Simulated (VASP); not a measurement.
A cell of Os (hcp) near equilibrium:

```
CELL_PARAMETERS angstrom
      1.36549    -2.36510     0.00000
      1.36549     2.36510     0.00000
      0.00000     0.00000     4.30623
ATOMIC_POSITIONS crystal
  Os 0.33333 0.66667 0.25000
  Os 0.66667 0.33333 0.75000
```

Method: PBEsol GGA, VASP's PBE PAW potentials (set 64) (plane waves; VASP 6.6.1).

```csv
run,ΔE (meV/atom),σxx,σyy,σzz,"largest shear component, with its sign (GPa)",largest force (eV/Å)
as it is,0.0,0.04,0.04,0.04,0.00,0.000
after one change,0.7,-3.61,-1.45,-1.20,0.00,0.006
```
Stress is in GPa, positive when the cell is compressed.

Problem. Which change was made?
(A) uniaxial strain of +1.5 % along x
(B) uniaxial strain of +0.5 % along x with the ions relaxed
(C) atom 2 (Os) moved by -0.075 Å along x
(D) isotropic strain of -1.5 %

Solution. B, uniaxial strain of +0.5 % along x with the ions relaxed

The compound is Os in the hcp structure.
